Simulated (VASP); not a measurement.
# Ru12N in VASP: notebook

One slab, Ru12N, is run at these levels: RPBE; tasks: relaxation of the atoms, single point.

All numbers are computed with VASP 6.6.1; they aren't measurements. Logs are shortened: lines on timing, memory, paths and dates and some standing lists are left out, and cuts for length are marked.

## (1) The slab as given

The cell holds a slab with vacuum, 13 atoms: a = 5.462 Å, b = 5.462 Å, c = 23.320 Å, α = 90.00°, β = 90.00°, γ = 120.00°.

## (2) Relaxation of the atoms, RPBE

INCAR reads:

```
  PREC = Normal
  ENCUT = 450
  EDIFF = 1E-6
  ISMEAR = 1
  SIGMA = 0.1
  LREAL = Auto
  LASPH = True
  NELM = 80
  ALGO = Normal
  ISIF = 2
  LWAVE = False
  LCHARG = False
  LDIPOL = True
  IDIPOL = 3
  DIPOL = 0.5 0.5 0.469
  GGA = RP
  IBRION = 2
  NSW = 90
  EDIFFG = -0.03
  KPAR = 4
```

KPOINTS reads:

```
regular mesh
0
Gamma
  6 6 1
```

POSCAR reads:

```
Ru12N
1.0
    5.4624007200      0.0000000000      0.0000000000
   -2.7311996400      4.7305773700      0.0000000000
    0.0000000000      0.0000000000     23.3200290000
Ru N
12 1
Selective dynamics
Direct
    0.1666665000      0.3333330000      0.3644935400  F F F
    0.1666665000      0.8333330000      0.3644935400  F F F
    0.6666665000      0.3333330000      0.3644935400  F F F
    0.6666665000      0.8333330000      0.3644935400  F F F
    0.3333335000      0.1666670000      0.4571184100  T T T
    0.3333335000      0.6666670000      0.4571184100  T T T
    0.8333335000      0.1666670000      0.4571184100  T T T
    0.8333335000      0.6666670000      0.4571184100  T T T
    0.1666665000      0.3333330000      0.5497432700  T T T
    0.1666665000      0.8333330000      0.5497432700  T T T
    0.6666665000      0.3333330000      0.5497432700  T T T
    0.6666665000      0.8333330000      0.5497432700  T T T
    0.8333335000      0.6666670000      0.6140656600  T T T
```

Potentials or basis: VASP PAW PBE potentials, release 64 (Ru_pv, N).

Launch:

```bash
cat potpaw_PBE.64/Ru_pv/POTCAR potpaw_PBE.64/N/POTCAR > POTCAR
mpirun -np 4 vasp_std > vasp.out
```

OUTCAR:

```text
PREC = Normal
   ENCUT = 450
   EDIFF = 1E-6
   ISMEAR = 1
   LREAL = Auto
   LASPH = True
   NELM = 80
   ISIF = 2
   GGA = RP
   IBRION = 2
   NSW = 90
   EDIFFG = -0.03

 ion  position               nearest neighbor table
   1  0.167  0.333  0.364-   5 2.67   7 2.67   6 2.67   2 2.73   2 2.73   4 2.73   4 2.73   3 2.73
                             3 2.73
   2  0.167  0.833  0.364-   6 2.67   8 2.67   5 2.67   1 2.73   1 2.73   3 2.73   3 2.73   4 2.73
                             4 2.73
   3  0.667  0.333  0.364-   7 2.67   5 2.67   8 2.67   4 2.73   4 2.73   2 2.73   2 2.73   1 2.73
                             1 2.73
   4  0.667  0.833  0.364-   8 2.67   6 2.67   7 2.67   3 2.73   3 2.73   1 2.73   1 2.73   2 2.73
                             2 2.73
   5  0.333  0.167  0.457-   9 2.67  11 2.67   1 2.67   3 2.67  10 2.67   2 2.67   6 2.73   6 2.73
                             8 2.73   8 2.73   7 2.73   7 2.73
   6  0.333  0.667  0.457-  10 2.67  12 2.67   2 2.67   4 2.67   9 2.67   1 2.67   5 2.73   5 2.73
                             7 2.73   7 2.73   8 2.73   8 2.73
   7  0.833  0.167  0.457-  11 2.67   9 2.67   3 2.67   1 2.67  12 2.67   4 2.67   8 2.73   8 2.73
                             6 2.73   6 2.73   5 2.73   5 2.73
   8  0.833  0.667  0.457-  12 2.67  10 2.67   4 2.67   2 2.67  11 2.67   3 2.67   7 2.73   7 2.73
                             5 2.73   5 2.73   6 2.73   6 2.73
   9  0.167  0.333  0.550-   5 2.67   7 2.67   6 2.67  10 2.73  10 2.73  12 2.73  12 2.73  11 2.73
                            11 2.73
  10  0.167  0.833  0.550-  13 2.18   6 2.67   8 2.67   5 2.67   9 2.73   9 2.73  11 2.73  11 2.73
                            12 2.73  12 2.73
  11  0.667  0.333  0.550-  13 2.18   7 2.67   5 2.67   8 2.67  12 2.73  12 2.73  10 2.73  10 2.73
                             9 2.73   9 2.73
  12  0.667  0.833  0.550-  13 2.18   8 2.67   6 2.67   7 2.67  11 2.73  11 2.73   9 2.73   9 2.73
                            10 2.73  10 2.73
  13  0.833  0.667  0.614-  12 2.18  10 2.18  11 2.18

  LATTYP: Found a hexagonal cell.
 ALAT       =     5.4624007200
 C/A-ratio  =     4.2691904522

  Lattice vectors:

 A1 = (   5.4624007200,   0.0000000000,   0.0000000000)
 A2 = (  -2.7311996400,   4.7305773700,   0.0000000000)
 A3 = (   0.0000000000,   0.0000000000,  23.3200290000)

Analysis of symmetry for initial positions (statically):
=====================================================================
 Subroutine PRICEL returns:
 Original cell was already a primitive cell.

 Routine SETGRP: Setting up the symmetry group for a
 hexagonal supercell.

 Subroutine GETGRP returns: Found  6 space group operations
 (whereof  2 operations were pure point group operations)
 out of a pool of 24 trial point group operations.

The static configuration has the point symmetry C_1h.
 The point group associated with its full space group is C_3v.

Analysis of symmetry for dynamics (positions and initial velocities):
=====================================================================
 Subroutine PRICEL returns:
 Original cell was already a primitive cell.

 Routine SETGRP: Setting up the symmetry group for a
 hexagonal supercell.

 Subroutine GETGRP returns: Found  6 space group operations
 (whereof  2 operations were pure point group operations)
 out of a pool of 24 trial point group operations.

The dynamic configuration has the point symmetry C_1h.
 The point group associated with its full space group is C_3v.

Analysis of constrained symmetry for selective dynamics:
=====================================================================
 Subroutine PRICEL returns:
 Original cell was already a primitive cell.

 Routine SETGRP: Setting up the symmetry group for a
 hexagonal supercell.

 Subroutine GETGRP returns: Found  6 space group operations
 (whereof  2 operations were pure point group operations)
 out of a pool of 24 trial point group operations.

The constrained configuration has the point symmetry C_1h.
 The point group associated with its full space group is C_3v.

 Subroutine INISYM returns: Found  6 space group operations
 (whereof  2 operations are pure point group operations),
 and found     1 'primitive' translations

----------------------------------------------------------------------------------------

                                     Primitive cell

  volume of cell :     602.5968

  direct lattice vectors                    reciprocal lattice vectors
     5.462400720  0.000000000  0.000000000     0.183069689  0.105695316  0.000000000
    -2.731199640  4.730577370  0.000000000     0.000000000  0.211390687  0.000000000
     0.000000000  0.000000000 23.320029000     0.000000000  0.000000000  0.042881593

  length of vectors
     5.462400720  5.462399997 23.320029000     0.211390659  0.211390687  0.042881593

  position of ions in fractional coordinates (direct lattice)
     0.166666500  0.333333000  0.364493540
[... 52 lines left out ...]
     AMIX     =   0.40;   BMIX     =  1.00
     AMIX_MAG =   1.60;   BMIX_MAG =  1.00
  volume/ion in A,a.u.               =      46.35       312.81
  Fermi-wavevector in a.u.,A,eV,Ry     =   1.079977  2.040861 15.869166  1.166351
  Thomas-Fermi vector in A             =   2.215956
   LORBIT       =      0    0 simple, 1 ext, 2 COOP (PROOUT), +10 PAW based schemes
   GGA     = RP    functional components
   LHFCALC =     F    Hartree Fock is set to
   AEXX    =    0.0000 exact exchange contribution
   IVDW    =     0    specifies the selected vdW correction
   LEPSILON=     F    determine dielectric tensor
   LRPA    =     F    only Hartree local field effects (RPA)
 conjugate gradient relaxation of ions
 non-spin polarized calculation
 Methfessel and Paxton  Order N= 1 SIGMA  =   0.10
  energy-cutoff  :      450.00
  volume of cell :      602.60
 maximum number of plane-waves:     13123
   NGX = 19   NGY = 19   NGZ = 81

--------------------------------------- Ionic step        1  -------------------------------------------

 number of electron     172.9999950 magnetization

 Free energy of the ion-electron system (eV)
  ---------------------------------------------------
  ext. energy  EPLUGINS =         0.00000000
  ---------------------------------------------------
  free energy    TOTEN  =      -103.08055889 eV

  energy without entropy =     -103.09833722  energy(sigma->0) =     -103.08648500

 E-fermi :  -0.0901     XC(G=0):  -4.8661

 val. band max:       -0.1550012822   @ k =   0.0000   0.0000   0.0000
 cond. band min:      -0.0691794172   @ k =   0.1667   0.1667   0.0000
 fundamental gap:      0.0858218650
 Fermi energy:        -0.0901035658

 k-point     1 :       0.0000    0.0000    0.0000
  band No.  band energies     occupation
      1     -43.8381      2.00000
      2     -43.8381      2.00000
      3     -43.7746      2.00000
      4     -43.7374      2.00000
      5     -43.6921      2.00000
      6     -43.5544      2.00000
[... 696 lines left out ...]
     97       0.5949     -0.00000
     98       0.6815     -0.00000
 [bands above 98 left out]

------------------------ aborting loop because EDIFF is reached ----------------------------------------

  FORCE on cell =-STRESS in cart. coord.  units (eV):
  Direction    XX          YY          ZZ          XY          YZ          ZX
  --------------------------------------------------------------------------------------
  -------------------------------------------------------------------------------------
  Total      -13.7860203    -13.7860178    -18.6018934     -0.0000021      0.0000000      0.0000000
  in kB      -36.6541120    -36.6541055    -49.4585000     -0.0000056      0.0000000      0.0000000
  external PRESSURE =     -40.9222391 kB  Pullay stress =       0.0000000 kB
[... 122 lines left out ...]
  FREE ENERGIE OF THE ION-ELECTRON SYSTEM (eV)
  ---------------------------------------------------
  free  energy   TOTEN  =      -103.7821676922 eV

  energy  without entropy=     -103.7894468598  energy(sigma->0) =     -103.78459408

 dipolmoment           0.000000      0.000000     -0.002913 electrons x Angstroem

[... ionic steps 4 to 21 ...]

--------------------------------------- Ionic step       22  -------------------------------------------

 number of electron     172.9999964 magnetization

------------------------ aborting loop because EDIFF is reached ----------------------------------------
[... 89 lines left out ...]
--------------------------------------- Ionic step       24  -------------------------------------------

 number of electron     172.9999961 magnetization

 dipolmoment           0.000000      0.000000      0.065762 electrons x Angstroem

 Free energy of the ion-electron system (eV)
  ---------------------------------------------------
  ext. energy  EPLUGINS =         0.00000000
  ---------------------------------------------------
  free energy    TOTEN  =      -104.22915894 eV

  energy without entropy =     -104.22819371  energy(sigma->0) =     -104.22883720

 E-fermi :   0.0859     XC(G=0):  -4.7914

 val. band max:        0.0679375813   @ k =   0.3333   0.0000   0.0000
 cond. band min:       0.0924869450   @ k =   0.5000   0.0000   0.0000
 fundamental gap:      0.0245493637
 Fermi energy:         0.0859080315

 k-point     1 :       0.0000    0.0000    0.0000
  band No.  band energies     occupation
      1     -43.7173      2.00000
      2     -43.6450      2.00000
      3     -43.6450      2.00000
      4     -43.6369      2.00000
      5     -43.5266      2.00000
      6     -43.4600      2.00000
[... 696 lines left out ...]
     97       0.8660     -0.00000
     98       0.9544     -0.00000
 [bands above 98 left out]

------------------------ aborting loop because EDIFF is reached ----------------------------------------

 vacuum level on the upper side and lower side of the slab       (xc-potential included)         0.134        -0.310

  FORCE on cell =-STRESS in cart. coord.  units (eV):
  Direction    XX          YY          ZZ          XY          YZ          ZX
  --------------------------------------------------------------------------------------
  -------------------------------------------------------------------------------------
  Total       -6.5812107     -6.5812095     -1.2714004     -0.0000010      0.0000000     -0.0000000
  in kB      -17.4980472    -17.4980441     -3.3803847     -0.0000027      0.0000000     -0.0000000
  external PRESSURE =     -12.7921587 kB  Pullay stress =       0.0000000 kB
[... 28 lines left out ...]
  FREE ENERGIE OF THE ION-ELECTRON SYSTEM (eV)
  ---------------------------------------------------
  free  energy   TOTEN  =      -104.2291589423 eV

  energy  without entropy=     -104.2281937123  energy(sigma->0) =     -104.22883720

 reached required accuracy - stopping structural energy minimisation

 vacuum level on the upper side and lower side of the slab         5.185         4.728
```

It took 18 min on 4 MPI ranks of Intel Xeon Platinum 8488C (Sapphire Rapids), shared host; peak memory 0.51 GiB.

What came out:

* Free energy: -104.2292 eV
* Energy gained by relaxing: 88.4 meV/atom
* Ionic steps: 24
* Band gap on the k mesh: none (metal or under the smearing width)

The path:
```
step  energy change (eV)  largest force (eV/Å)  pressure (GPa)
   1              0.0000                4.0517           -4.09
   2             -0.6653                1.5744           -3.39
   3             -0.7016                1.2019           -3.03
   4             -0.9259                0.7916           -2.75
   5             -1.0400                0.7147           -2.37
   6             -0.7974                2.0550           -1.05
   7             -1.0517                0.6927           -2.22
   8             -1.0533                0.6884           -2.16
   9             -1.1037                0.4737           -1.85
  10             -1.1158                0.3841           -1.74
  11             -1.1227                0.4945           -1.51
  12             -1.1228                0.3521           -1.59
  13             -1.1399                0.2995           -1.46
  14             -1.1398                0.2907           -1.47
  15             -1.1433                0.3942           -1.31
  16             -1.1461                0.3556           -1.39
  17             -1.1461                0.3528           -1.41
  18             -1.1477                0.3781           -1.33
  19             -1.1477                0.3776           -1.33
  20             -1.1483                0.3770           -1.30
  21             -1.1483                0.3765           -1.30
  22             -1.1487                0.3842           -1.27
  23             -1.1487                0.3829           -1.27
  24             -1.1486                0.3809           -1.28
```

Final structure:
```
CELL_PARAMETERS angstrom
5.46240 0.00000 0.00000
-2.73120 4.73058 0.00000
0.00000 0.00000 23.32003
ATOMIC_POSITIONS crystal
Ru 0.16667 0.33333 0.36449
Ru 0.16667 0.83333 0.36449
Ru 0.66667 0.33333 0.36449
Ru 0.66667 0.83333 0.36449
Ru 0.33699 0.16301 0.45560
Ru 0.33699 0.67399 0.45560
Ru 0.82601 0.16301 0.45560
Ru 0.83333 0.66667 0.45139
Ru 0.16667 0.33333 0.54291
Ru 0.18191 0.84095 0.54669
Ru 0.65905 0.31809 0.54669
Ru 0.65905 0.84095 0.54669
N 0.83333 0.66667 0.59208
```

Caveat: the cutoff is under 1.25 times the usual one of these potentials, so pressure, stress and relaxed cells hold a basis-set (Pulay) error; the PAW data sets were made with another functional, which shifts forces and pressure a little.

## (3) Single point, RPBE

INCAR reads:

```
SYSTEM = Ru12N
ALGO     = Normal         ! electronic algorithm
DIPOL    = 0.5 0.5 0.469
EDIFF    = 1E-6           ! SCF threshold, eV
ENCUT    = 450            ! plane-wave cutoff, eV
GGA      = RP             ! functional
ICORELEVEL= 1            
IDIPOL   = 3            
ISIF     = 2              ! what is computed and relaxed
ISMEAR   = 1              ! smearing method
KPAR     = 4            
LASPH    = .True.         ! aspherical terms in the spheres
LCHARG   = .False.        ! write CHGCAR
LDIPOL   = .True.       
LREAL    = Auto         
LVACPOTAV= .True.       
LVHAR    = .True.       
LWAVE    = .False.        ! write WAVECAR
NBANDS   = 98             ! bands
NELM     = 80             ! most SCF steps
PREC     = Normal         ! precision mode
SIGMA    = 0.1            ! smearing width, eV
```

KPOINTS reads:

```
k-points
0
Gamma
  6 6 1
  0 0 0
```

POSCAR reads:

```
Ru12N                                   
1.0
    5.4624007200      0.0000000000      0.0000000000
   -2.7311996400      4.7305773700      0.0000000000
    0.0000000000      0.0000000000     23.3200290000
  Ru              N             
    12     1
Selective dynamics
Direct
     0.1666664999999981    0.3333330000000032    0.3644935399999980   F   F   F
     0.1666664999999981    0.8333330000000032    0.3644935399999980   F   F   F
     0.6666664999999981    0.3333330000000032    0.3644935399999980   F   F   F
     0.6666664999999981    0.8333330000000032    0.3644935399999980   F   F   F
     0.3369947515190699    0.1630057484809288    0.4556005123153578   T   T   T
     0.3369947515190699    0.6739895030381328    0.4556005123153578   T   T   T
     0.8260109969618660    0.1630057484809288    0.4556005123153578   T   T   T
     0.8333335000000019    0.6666669999999968    0.4513905908786129   T   T   T
     0.1666664999999981    0.3333330000000032    0.5429132398998796   T   T   T
     0.1819062084018612    0.8409528542009346    0.5466873571509159   T   T   T
     0.6590466457990667    0.3180932915981401    0.5466873571509159   T   T   T
     0.6590466457990667    0.8409528542009346    0.5466873571509159   T   T   T
     0.8333335000000019    0.6666669999999968    0.5920831141429183   T   T   T
```

Potentials or basis: VASP PAW PBE potentials, release 64 (Ru_pv, N).

Launch:

```bash
cat potpaw_PBE.64/Ru_pv/POTCAR potpaw_PBE.64/N/POTCAR > POTCAR
mpirun -np 4 vasp_std > vasp.out
```

It took 1.7 min on 4 MPI ranks of Intel Xeon Platinum 8488C (Sapphire Rapids), shared host; peak memory 0.42 GiB.

The run converged. Its results:

* Free energy: -104.2292 eV
* Largest force: 0.381 eV/Å
* Band gap on the k mesh: none (metal or under the smearing width)
* Work function of the upper face: 5.19 eV
* Work function of the lower face: 4.73 eV

Forces on the atoms (eV/Å):
```
Ru   0.000  0.000 -0.381
Ru  -0.041 -0.024  0.140
Ru   0.000  0.047  0.140
Ru   0.041 -0.024  0.140
Ru  -0.008  0.005  0.005
Ru   0.000 -0.009  0.005
Ru   0.008  0.005  0.005
Ru   0.000  0.000  0.011
Ru   0.000  0.000  0.002
Ru  -0.008 -0.004 -0.022
Ru   0.000  0.009 -0.022
Ru   0.008 -0.004 -0.022
N    0.000  0.000  0.002
```

Levels at points of the mesh, in eV from the Fermi level:
| k point | band 85 | band 86 | band 87 | band 88 | band 89 | band 90 |
| --- | --- | --- | --- | --- | --- | --- |
| (0.00, 0.00, 0.00) | 0.33 | 0.33 | 0.73 | 0.73 | 1.00 | 1.00 |
| (0.50, 0.00, 0.00) | -0.71 | -0.38 | -0.33 | -0.28 | -0.21 | 0.01 |

Core levels (eV, on the scale of the bands):
```
atom                                                                          levels
1 Ru  1s -21929.9, 2s -3150.2, 2p -2820.7, 3s -551.9, 3p -443.6, 3d -269.6, 4s -72.5
2 Ru  1s -21930.0, 2s -3150.3, 2p -2820.9, 3s -552.0, 3p -443.8, 3d -269.8, 4s -72.7
3 Ru  1s -21930.0, 2s -3150.3, 2p -2820.9, 3s -552.0, 3p -443.8, 3d -269.8, 4s -72.7
4 Ru  1s -21930.0, 2s -3150.3, 2p -2820.9, 3s -552.0, 3p -443.8, 3d -269.8, 4s -72.7
5 Ru  1s -21930.5, 2s -3150.9, 2p -2821.5, 3s -552.6, 3p -444.4, 3d -270.4, 4s -73.2
6 Ru  1s -21930.5, 2s -3150.9, 2p -2821.5, 3s -552.6, 3p -444.4, 3d -270.4, 4s -73.2
```

Caveat: the cutoff is under 1.25 times the usual one of these potentials, so pressure, stress and relaxed cells hold a basis-set (Pulay) error; the PAW data sets were made with another functional, which shifts forces and pressure a little.
